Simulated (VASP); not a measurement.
Here is a VASP 6.6.1 calculation.

INCAR

```
  PREC = Accurate
  ENCUT = 600
  EDIFF = 1E-6
  ISMEAR = 0
  SIGMA = 0.03
  LREAL = False
  LASPH = True
  NELM = 80
  ALGO = Normal
  ISIF = 3
  LWAVE = False
  LCHARG = False
  IBRION = 2
  NSW = 90
  EDIFFG = -0.01
  LATTICE_CONSTRAINTS = .TRUE. .TRUE. .FALSE.
  KPAR = 2
```

Contents of KPOINTS:

```
Automatic mesh
0
Gamma
  15 15 1
```

POSCAR

```
C
1.0
    2.4700000000      0.0000000000      0.0000000000
   -1.2350000000      2.1390827500      0.0000000000
    0.0000000000      0.0000000000     24.8239500000
C
6
Direct
    0.0000000000      0.0000000000      0.3625531000
    0.6666666700      0.3333333300      0.3639207300
    0.0000000000      0.0000000000      0.4993161800
    0.3333333300      0.6666666700      0.5006838200
    0.0000000000      0.0000000000      0.6360792700
    0.6666666700      0.3333333300      0.6374469000
```

Potentials or basis: VASP PAW LDA potentials, release 64 (C).

The run is started by

```sh
$ cat potpaw_LDA.64/C/POTCAR > POTCAR
$ mpirun -np 2 vasp_std > vasp.out
```

Problem. Predict the relaxed cell.

Solution. a = 2.446 Å, b = 2.446 Å, c = 24.824 Å, α = 90.00°, β = 90.00°, γ = 120.00°.

Problem. Predict the space group after relaxing (to 0.05 Å).

Solution. P-6m2 (No. 187).

Final structure:
```
C
1.0
     2.44592    0.00000    0.00000
    -1.22296    2.11823    0.00000
     0.00000    0.00000   24.82395
C
6
Direct
  0.00000 0.00000 0.36328
  0.66667 0.33333 0.36326
  0.00000 0.00000 0.50000
  0.33333 0.66667 0.50000
  0.00000 0.00000 0.63672
  0.66667 0.33333 0.63674
```

LDA usually gives volumes a few per cent too small. Zero-point motion and thermal expansion aren't in these numbers.
